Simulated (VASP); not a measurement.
Data:

```
CELL_PARAMETERS angstrom
      3.23200     0.00000     0.00000
     -1.61600     2.79899     0.00000
      0.00000     0.00000     5.14700
ATOMIC_POSITIONS crystal
  Zr 0.33333 0.66667 0.25000
  Zr 0.66667 0.33333 0.75000
```

Computed with PBEsol GGA, VASP's PBE PAW potentials (set 64) (plane waves; VASP). Settings: 400 eV cut-off, 12×12×7 Γ-centred mesh, first-order Methfessel-Paxton smearing of 0.10 eV, potentials Zr_sv.

Energy and stress use the plane-wave basis of the starting cell.

Problem. The ions, cell shape and volume are relaxed. Predict the relaxed structure.

Solution. 
```
CELL_PARAMETERS angstrom
      3.17962     0.00000     0.00000
     -1.58981     2.75363     0.00000
      0.00000     0.00000     5.12541
ATOMIC_POSITIONS crystal
  Zr 0.33333 0.66667 0.25000
  Zr 0.66667 0.33333 0.75000
```
Space group P6_3/mmc (194), at a tolerance of 0.03 Å.

Problem. How do energy and volume change from the first to the last step?

Solution. The energy (σ→0) changes by -9.7 meV/atom and the volume by -3.6 %, in 6 ionic steps.

The structure comes from a measured Zr entry (P6_3/mmc) of the Crystallography Open Database, whose conditions weren't checked. This run relaxes it. Symmetry was kept, so distortions that lower it aren't found.
